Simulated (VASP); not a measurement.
LiBe2, 3 atoms in the cell. The typed cell holds 3 atoms: a = 3.844 Å, b = 3.844 Å, c = 2.199 Å, α = 90.00°, β = 90.00°, γ = 120.00°. The cell was built by a generator and needn't be a form met in nature. The cell isn't the ideal one: atoms moved at random, drawn with an rms of 0.05 Å.

| Property | Result |
| --- | --- |
| Program | VASP 6.6.1 |
| Task | single point |
| Functional | PBE |
| Potentials or basis | VASP PAW PBE potentials, release 64 (Li_sv, Be) |
| Cutoff | 520 eV |
| k mesh | 8 × 8 × 12 |
| Occupations | fermi-dirac, width 0.05 eV |
| Spin | no spin polarisation |
| Further INCAR settings | ALGO = Normal; EDIFF = 1e-07; NBANDS = 10 |

Potentials or basis: VASP PAW PBE potentials, release 64 (Li_sv, Be).

Launch:

```console
$ cat potpaw_PBE.64/Li_sv/POTCAR potpaw_PBE.64/Be/POTCAR > POTCAR
$ mpirun -np 1 vasp_std > vasp.out
```

Hardware: 1 thread of Intel(R) Xeon(R) Platinum 8488C (Sapphire Rapids), with other jobs on the host.

Question: How long does it take, and how much memory?

Answer: It took 44 s on 1 thread of Intel(R) Xeon(R) Platinum 8488C (Sapphire Rapids), with other jobs on the host, peak memory 0.22 GiB. Counts: scf iterations 11, k points 388.
